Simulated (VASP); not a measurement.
Energy against volume of CoGa (CsCl type). All values below come from rev-vdW-DF2, VASP's PBE PAW potentials (set 64) (plane waves; VASP).

| V (Å³/atom) | E (eV/atom) |
|---|---|
| 10.987 | -2.65969 |
| 11.338 | -2.68073 |
| 11.689 | -2.68717 |
| 12.039 | -2.68134 |
| 12.390 | -2.66520 |

Task: Fit a third-order Birch-Murnaghan equation of state.

Result: 
- volume per atom: 11.69 Å^3/atom
- bulk modulus: 186 GPa
- pressure derivative of the bulk modulus: 4.81
- lattice constant a: 2.859 Å

The compound is CoGa in the CsCl type structure. It was relaxed first. The run is not spin-polarised, so no magnetic state was tried.
